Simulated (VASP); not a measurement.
A VASP calculation is set up with these files.

File KPOINTS:
```
Automatic mesh
0
Gamma
7 7 7
0 0 0
```

**POSCAR**
```
CsI
1
    4.5700000000     0.0000000000     0.0000000000
    0.0000000000     4.5700000000     0.0000000000
    0.0000000000     0.0000000000     4.5700000000
Cs I
1 1
Direct
  0.0000000000   0.0000000000   0.0000000000
  0.5000000000   0.5000000000   0.5000000000
```

**INCAR**
```
ALGO = Normal
EDIFF = 1E-7
ENCUT = 520
GGA = PE
ISIF = 2
ISMEAR = -5
IVDW = 12
LASPH = .TRUE.
LCHARG = .TRUE.
LMAXMIX = 4
LORBIT = 11
LREAL = .FALSE.
LWAVE = .FALSE.
NEDOS = 601
NELM = 100
PREC = Accurate
SYSTEM = CsI
```

POTCAR, in this order: Cs_sv I (PBE.64 set). Program: vasp_std.

Task: Write an equivalent input for Ansatz.

Result: One equivalent input (not run):
Ansatz 0.2 input:
```yaml
crystal:
  lattice:
    - [4.5700000, 0.0000000, 0.0000000]
    - [0.0000000, 4.5700000, 0.0000000]
    - [0.0000000, 0.0000000, 4.5700000]
  atoms:
    - { symbol: Cs, position: [0.0000000, 0.0000000, 0.0000000] }
    - { symbol: I, position: [0.5000000, 0.5000000, 0.5000000] }
kpoints:
  mp_grid: { grid: [7, 7, 7] }
hamiltonian:
  xc: pbe
  dispersion: d3bj
  pseudopotentials: { kind: paw }
scf:
  occupations: { method: tetrahedron }
  max_iter: 100
output: { forces: true, stress: true, eigenvalues: true }
```
What does not carry over: each code has its own PAW files, so the cut-off isn't converted (ENCUT is set for VASP's; basis.ecutwfc is left out, and Ansatz then takes the one that its files recommend); Ansatz stops its SCF on the density residual and VASP on the energy change (EDIFF).

The compound is CsI in the CsCl type structure. The cell was not relaxed at this level.
